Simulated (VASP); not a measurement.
Input:

```yaml
crystal:
  lattice:
    - [1.90853, 1.10189, 6.06153]
    - [-1.90853, 1.10189, 6.06153]
    - [0.00000, -2.20378, 6.06153]
  atoms:
    - { symbol: Cd, position: [0.00000, 0.00000, 0.00000] }
    - { symbol: Cl, position: [0.74546, 0.74546, 0.74546] }
    - { symbol: Cl, position: [0.25454, 0.25454, 0.25454] }
```

The numbers are results of PBEsol GGA, VASP's PBE PAW potentials (set 64) (plane waves; VASP), not measurements. Settings: 400 eV cut-off, 8×8×8 Γ-centred mesh, tetrahedra with Blöchl corrections, potentials Cd Cl.

The cores are frozen, which limits the accuracy of field gradients.

Question: Give the principal components of the electric field gradient (V/Å²) and the asymmetry η at each nucleus.

Answer: 
```tsv
atom	Vxx	Vyy	Vzz	η
Cd1	-10.7	-10.7	21.3	0.00
Cl2	15.1	15.1	-30.2	0.00
Cl3	15.1	15.1	-30.2	0.00
```

The structure comes from a computed database's CdCl2 entry (R-3m); how it stands against other phases isn't given here. It was relaxed first.
